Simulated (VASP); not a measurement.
```yaml
crystal:
  lattice:
    - [0.00000, 2.57000, 2.57000]
    - [2.57000, 0.00000, 2.57000]
    - [2.57000, 2.57000, 0.00000]
  atoms:
    - { symbol: Li, position: [0.00000, 0.00000, 0.00000] }
    - { symbol: Cl, position: [0.50000, 0.50000, 0.50000] }
```

These are PBE GGA, VASP's PBE PAW potentials (set 64) (plane waves; VASP) values and carry that method's errors. Settings: 520 eV cut-off, 9×9×9 Γ-centred mesh, Gaussian smearing of 0.050 eV, potentials Li_sv Cl.

Problem. Estimate the energy per atom (σ→0), band gap (on the k-mesh) with the smallest direct gap where there is one.

Solution. 
The band gap (on the k-mesh) is 6.30 eV, the smallest direct gap (on the k-mesh) is 6.30 eV and the energy per atom (σ→0) is -3.693 eV/atom.

The compound is LiCl in the rock salt structure. The cell was not relaxed at this level.
